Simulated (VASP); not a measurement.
Data:

```
CELL_PARAMETERS angstrom
      3.27444     0.00000     0.00000
     -1.63722     2.83575     0.00000
      0.00000     0.00000    10.53554
ATOMIC_POSITIONS crystal
  Sc 0.00000 0.00000 0.00000
  Sc 0.00000 0.00000 0.50000
  Sc 0.33333 0.66667 0.25000
  Sc 0.66667 0.33333 0.75000
```

Level of theory: LDA (Ceperley-Alder, Perdew-Zunger), VASP's LDA PAW potentials (set 64) (plane waves; VASP). Settings: 300 eV cut-off, 8×8×2 Γ-centred mesh shifted by (0.5, 0.5, 0.5), Gaussian smearing of 0.20 eV, potentials Sc_sv.

At this cut-off the stress carries a Pulay error, which pulls relaxed volumes low. Energy and stress use the plane-wave basis of the starting cell.

Task: The ions, cell shape and volume are relaxed. Give the cell that the relaxation ends in.

Result: 
```
CELL_PARAMETERS angstrom
      3.18077     0.00000     0.00000
     -1.59038     2.75463     0.00000
      0.00000     0.00000    10.17945
ATOMIC_POSITIONS crystal
  Sc 0.00000 0.00000 0.00000
  Sc 0.00000 0.00000 0.50000
  Sc 0.33333 0.66667 0.25000
  Sc 0.66667 0.33333 0.75000
```
Space group P6_3/mmc (194), at a tolerance of 0.03 Å.

Task: How do energy and volume change from the first to the last step?

Result: The energy (σ→0) changes by -36.7 meV/atom and the volume by -8.8 %, in 7 ionic steps.

```csv
step,E(σ→0) (eV),max force (eV/Å),pressure (GPa),volume (Å³)
1,-26.7030,0.000,-4.77,97.83
2,-26.8475,0.000,0.93,87.88
3,-26.8498,0.000,0.01,89.18
4,-26.8496,0.000,-0.09,89.35
5,-26.8496,0.000,-0.10,89.35
6,-26.8496,0.000,-0.10,89.35
7,-26.8498,0.000,0.00,89.19
```

The structure was generated: Sc was put into an ordered model structure, which need not be its known phase. This run relaxes it. Symmetry was kept, so distortions that lower it aren't found. The k-mesh is coarse (spacing up to 0.31 per Å, 2π included), so the numbers may not be converged in it. The run is one of a series of settings (EDIFFG = -0.01, IBRION = 2, ISIF = 3, NSW = 50 against the base run), some of them coarse on purpose.
